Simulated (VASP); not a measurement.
An input for Ansatz (written as the equivalent of a VASP run, and not itself run):

Ansatz 0.2 input:
```yaml
crystal:
  lattice:
    - [3.4311325, 0.0000000, 0.0000000]
    - [0.0000000, 3.4311325, 0.0000000]
    - [0.0000000, 0.0000000, 3.4311325]
  atoms:
    - { symbol: Si, position: [0.0000000, 0.0000000, 0.0000000] }
    - { symbol: Ni, position: [0.0000000, 0.5000000, 0.5000000] }
    - { symbol: Ni, position: [0.5000000, 0.0000000, 0.5000000] }
    - { symbol: Ni, position: [0.5000000, 0.5000000, 0.0000000] }
kpoints:
  mp_grid: { grid: [9, 9, 9] }
hamiltonian:
  xc: r2scan
  pseudopotentials: { kind: paw }
scf:
  occupations: { method: methfessel_paxton, width: 0.1 }
  max_iter: 100
output: { forces: true, stress: true, eigenvalues: true }
```

Write the VASP files for the same calculation (r2SCAN).

This is not unique; one that fits is 
KPOINTS:
```
Automatic mesh
0
Gamma
 9 9 9
```

### POSCAR
```
Ni3Si
1.0
  3.4311325120   0.0000000000   0.0000000000
  0.0000000000   3.4311325120   0.0000000000
  0.0000000000   0.0000000000   3.4311325120
Si Ni
1 3
Cartesian
  0.0000000000   0.0000000000   0.0000000000
  0.0000000000   1.7155662560   1.7155662560
  1.7155662560   0.0000000000   1.7155662560
  1.7155662560   1.7155662560   0.0000000000
```

### INCAR
```
SYSTEM = Ni3Si
PREC = Accurate; ENCUT = 520; LREAL = F
LASPH = T
EDIFF = 1E-7; NELM = 100; ALGO = Normal
LMAXMIX = 4; LMIXTAU = T
ISMEAR = 1; SIGMA = 0.1
METAGGA = R2SCAN
ISIF = 2
LWAVE = F; LCHARG = F
```

POTCAR, in this order: Si Ni (PBE.64 set). Program: vasp_std.

Limits of the translation: each code has its own PAW files, so the cut-off isn't converted (ENCUT is set for VASP's; basis.ecutwfc is left out, and Ansatz then takes the one that its files recommend); Ansatz stops its SCF on the density residual and VASP on the energy change (EDIFF).

The compound is Ni3Si in the L1_2 structure. This cell is one point of a volume scan, at 0.97 of the reference volume.
